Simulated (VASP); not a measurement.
Computed with PBE GGA, VASP's PBE PAW potentials (set 64) (plane waves; VASP).

Input for VASP

### INCAR
```
# general
SYSTEM=MgO
PREC  =Accurate
ENCUT =650
LREAL =F   # projection in real space or not
LASPH =T   # aspherical one-centre terms

# electronic loop
EDIFF =1E-7   # SCF stop (eV)
NELM  =100   # most electronic steps
ALGO  =Normal   # blocked Davidson

# smearing
ISMEAR=0
SIGMA =0.05

# functional
GGA   =PE   # PBE

# ions
IBRION=6   # finite differences
NSW   =1   # most ionic steps
ISIF  =3   # ions, shape and volume
POTIM =0.015   # step
NFREE =2

# output
LWAVE =F
LCHARG=F
```

### KPOINTS
```
Automatic mesh
0
Gamma
10 10 10
0 0 0
```

**POSCAR**
```
MgO
1
    0.0000000000     2.1234462331     2.1234462331
    2.1234462331     0.0000000000     2.1234462331
    2.1234462331     2.1234462331     0.0000000000
Mg O
1 1
Direct
  0.0000000000   0.0000000000   0.0000000000
  0.5000000000   0.5000000000   0.5000000000
```

POTCAR, in this order: Mg O (PBE.64 set). Program: vasp_std.

What VASP printed:

### OUTCAR
```
 ion  position               nearest neighbor table
   1  0.000  0.000  0.000-   2 2.12   2 2.12   2 2.12   2 2.12   2 2.12   2 2.12
   2  0.500  0.500  0.500-   1 2.12   1 2.12   1 2.12   1 2.12   1 2.12   1 2.12
  LATTYP: Found a face centered cubic cell.
 ALAT       =     4.2468924662
 Subroutine PRICEL returns:
 Original cell was already a primitive cell.
 Subroutine GETGRP returns: Found 48 space group operations
The static configuration has the point symmetry O_h .
The dynamic configuration has the point symmetry O_h .
 Subroutine INISYM returns: Found 48 space group operations
 Subroutine IBZKPT returns following result:
 Found     47 irreducible k-points:

 Following reciprocal coordinates:
            Coordinates               Weight
  0.000000  0.000000  0.000000      1.000000
  0.100000  0.000000  0.000000      8.000000
  0.200000  0.000000  0.000000      8.000000
  0.300000  0.000000  0.000000      8.000000
  0.400000  0.000000  0.000000      8.000000
  0.500000  0.000000  0.000000      4.000000
  0.100000  0.100000  0.000000      6.000000
  0.200000  0.100000  0.000000     24.000000
  0.300000  0.100000  0.000000     24.000000
  0.400000  0.100000  0.000000     24.000000
  0.500000  0.100000  0.000000     24.000000
 -0.400000  0.100000  0.000000     24.000000
 -0.300000  0.100000  0.000000     24.000000
 -0.200000  0.100000  0.000000     24.000000
 -0.100000  0.100000  0.000000     12.000000
  0.200000  0.200000  0.000000      6.000000
  0.300000  0.200000  0.000000     24.000000
  0.400000  0.200000  0.000000     24.000000
  0.500000  0.200000  0.000000     24.000000
 -0.400000  0.200000  0.000000     24.000000
 -0.300000  0.200000  0.000000     24.000000
 -0.200000  0.200000  0.000000     12.000000
  0.300000  0.300000  0.000000      6.000000
  0.400000  0.300000  0.000000     24.000000
...
```

### OUTCAR
```


   1 f  =   11.134703 THz    69.961402 2PiTHz  371.413709 cm-1    46.049410 meV

   2 f  =   11.134703 THz    69.961402 2PiTHz  371.413709 cm-1    46.049410 meV

   3 f  =   11.134703 THz    69.961402 2PiTHz  371.413709 cm-1    46.049410 meV

   4 f/i=    0.007617 THz     0.047857 2PiTHz    0.254066 cm-1     0.031500 meV

   5 f/i=    0.007617 THz     0.047857 2PiTHz    0.254066 cm-1     0.031500 meV

   6 f/i=    0.007617 THz     0.047857 2PiTHz    0.254066 cm-1     0.031500 meV

 ELASTIC MODULI CONTR FROM IONIC RELAXATION (kBar)
 Direction    XX          YY          ZZ          XY          YZ          ZX
 --------------------------------------------------------------------------------
 XX           0.0000      0.0000      0.0000      0.0000      0.0000      0.0000
 YY           0.0000      0.0000      0.0000      0.0000      0.0000      0.0000
 ZZ           0.0000      0.0000      0.0000      0.0000      0.0000      0.0000
 XY           0.0000      0.0000      0.0000      0.0000      0.0000      0.0000
 YZ           0.0000      0.0000      0.0000      0.0000      0.0000      0.0000
 ZX           0.0000      0.0000      0.0000      0.0000      0.0000      0.0000
 --------------------------------------------------------------------------------

 TOTAL ELASTIC MODULI (kBar)
 Direction    XX          YY          ZZ          XY          YZ          ZX
 --------------------------------------------------------------------------------
 XX        2751.1132    907.8635    907.8635      0.0000      0.0000      0.0000
 YY         907.8635   2751.1132    907.8635      0.0000      0.0000     -0.0000
 ZZ         907.8635    907.8635   2751.1132      0.0000     -0.0000     -0.0000
 XY           0.0000      0.0000      0.0000   1435.5849      0.0000      0.0000
 YZ           0.0000      0.0000     -0.0000      0.0000   1435.5849     -0.0000
 ZX           0.0000     -0.0000     -0.0000      0.0000     -0.0000   1435.5849
 --------------------------------------------------------------------------------
```
(Selected blocks of OUTCAR.)

The compound is MgO in the rock salt structure. It was relaxed first.
